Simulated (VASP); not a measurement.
Crystal: MgS (Niningerite).

```
CELL_PARAMETERS angstrom
0.00000 2.60165 2.60165
2.60165 0.00000 2.60165
2.60165 2.60165 0.00000
ATOMIC_POSITIONS crystal
S 0.50000 0.50000 0.50000
Mg 0.00000 0.00000 0.00000
```

Base run:

| Item | Value |
| --- | --- |
| Program | VASP 6.6.1 |
| Functional | PBE |
| Potentials or basis | VASP PAW PBE potentials, release 64 (S, Mg) |
| Cutoff | 520 eV |
| k mesh | 8 × 8 × 8 |
| Occupations | gaussian, width 0.02 eV |
| Spin | no spin polarisation |

Its results: band gap on the k mesh 2.78 eV, indirect (least direct gap 3.71 eV); pressure 0.9 GPa.

**Question.** After a change of settings the same cell gave: band gap on the k mesh 3.67 eV, direct; pressure 2.5 GPa. Which change was it?
A. k mesh from 8 × 8 × 8 to 3 × 3 × 3
B. functional from PBE to LDA; potentials or basis from VASP PAW PBE potentials, release 64 (S, Mg) to VASP PAW LDA potentials, release 64 (S, Mg)
C. functional from PBE to r2SCAN; further incar settings from ALGO = Fast; EDIFF = 1e-06; NBANDS = 11 to ALGO = Normal; EDIFF = 1e-06; NBANDS = 11
D. potentials or basis from VASP PAW PBE potentials, release 64 (S, Mg) to VASP PAW PBE potentials, release 64 (S_GW, Mg_GW); cutoff from 520 eV to 450 eV

**Answer.** A.

Caveats: some runs use coarse meshes; an odd mesh through Γ misses points on the zone boundary, where band edges often lie (some runs).
